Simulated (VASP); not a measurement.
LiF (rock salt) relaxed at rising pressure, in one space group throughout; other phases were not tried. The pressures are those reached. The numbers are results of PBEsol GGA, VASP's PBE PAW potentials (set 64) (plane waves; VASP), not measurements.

```json
[
 {"P (GPa)": "-0.38", "V (Å³/atom)": "8.025", "k-mesh": "11×11×11"},
 {"P (GPa)": "4.82", "V (Å³/atom)": "7.543", "k-mesh": "12×12×12"},
 {"P (GPa)": "9.94", "V (Å³/atom)": "7.184", "k-mesh": "12×12×12"},
 {"P (GPa)": "20.01", "V (Å³/atom)": "6.662", "k-mesh": "12×12×12"},
 {"P (GPa)": "30.44", "V (Å³/atom)": "6.270", "k-mesh": "12×12×12"}
]
```

A change of mesh leaves a small step in the series.

Q: Fit an equation of state and predict the volume at 45.14 GPa.

A: Least squares on the third-order Birch-Murnaghan form, P = (3B0/2)(y⁷ − y⁵)[1 + (3/4)(B′ − 4)(y² − 1)] with y = (V0/V)^(1/3), gives V0 = 7.984 Å³/atom, B0 = 75 GPa and B′ = 4.3, and so 5.858 Å³/atom. The run gave 5.857 Å³/atom, -0.0 % from the fit.

Pressures at which the relaxation failed are left out.

The compound is LiF in the rock salt structure.
